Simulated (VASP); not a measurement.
A run of VASP 6.6.1 is set up as follows.

INCAR

```
ALGO = Fast ; EDIFF = 1E-6
ENCUT = 520 ; GGA = PE
ISIF = 2 ; ISMEAR = 0
LASPH = True ; LCHARG = True
LELF = True ; LREAL = False
LVACPOTAV = True ; LVHAR = True
LWAVE = False ; NBANDS = 21
NELM = 100 ; PREC = Accurate
SIGMA = 0.01
```

Contents of KPOINTS:

```
k-points
0
Gamma
  1 1 1
```

File POSCAR:

```
SbCl2F
1.0
   12.0000000000      0.0000000000      0.0000000000
    0.0000000000     11.0000000000      0.0000000000
    0.0000000000      0.0000000000     12.0000000000
F Sb Cl
1 1 2
Direct
    0.3770950000      0.4534620000      0.6225570000
    0.4829320000      0.5714620000      0.5669920000
    0.6209250000      0.4245630000      0.5310200000
    0.4113410000      0.5763940000      0.3848980000
```

Potentials or basis: VASP PAW PBE potentials, release 64 (F, Sb, Cl).

The run is started by

```bash
$ cat potpaw_PBE.64/F/POTCAR potpaw_PBE.64/Sb/POTCAR potpaw_PBE.64/Cl/POTCAR > POTCAR
$ mpirun -np 1 vasp_gam > vasp.out
```

Task: Estimate the largest force.

Result: 0.241 eV/Å.

Task: What does it give for the gap between the frontier levels?

Result: 4.83 eV.

Forces in eV/Å, atoms in the order of the input:
```
F   -0.015  0.116  0.036
Sb  -0.024 -0.240 -0.008
Cl   0.117  0.033  0.053
Cl  -0.078  0.091 -0.081
```

Caveat: spin-orbit coupling is left out, which moves the levels of the heavy elements.
